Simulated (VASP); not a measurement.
These are PBEsol GGA, VASP's PBE PAW potentials (set 64) (plane waves; VASP 6.6.1) values and carry that method's errors.

The input files of a VASP run:

INCAR:
```
ALGO = Normal
EDIFF = 1E-7
ENCUT = 480
GGA = PS
ISIF = 2
ISMEAR = 1
LASPH = .True.
LCHARG = .False.
LMAXMIX = 4
LREAL = .False.
LWAVE = .False.
NELM = 100
PREC = Accurate
SIGMA = 0.1
SYSTEM = TiAl
```

POSCAR:
```
TiAl
1.0
  2.7975382944   0.0000000000   0.0000000000
  0.0000000000   2.7975382944   0.0000000000
  0.0000000000   0.0000000000   4.0239800413
Ti Al
1 1
Cart
  0.0000000000  -0.0250000001   0.0000000000
  1.3987691472   1.3987691472   2.0119900206
```

**KPOINTS**
```
Automatic
0
gamma
 12 12 8
0 0 0
```

POTCAR, in this order: Ti_sv Al (PBE.64 set). Program: vasp_std.

What will the output report for the number of irreducible k-points (NKPTS), number of bands (NBANDS), largest plane-wave count, number of space-group operations, FFT grid (NGX, NGY, NGZ)?

The number of irreducible k-points (NKPTS) comes out as 245, the number of bands (NBANDS) comes out as 11 and the largest plane-wave count comes out as 768. The number of space-group operations comes out as 4 and the FFT grid (NGX, NGY, NGZ) is 20 × 20 × 30.

The compound is TiAl in the L1_0 structure. This cell was strained or had an atom moved on purpose. The electron count is odd and the run is not spin-polarised, which forces a metal.
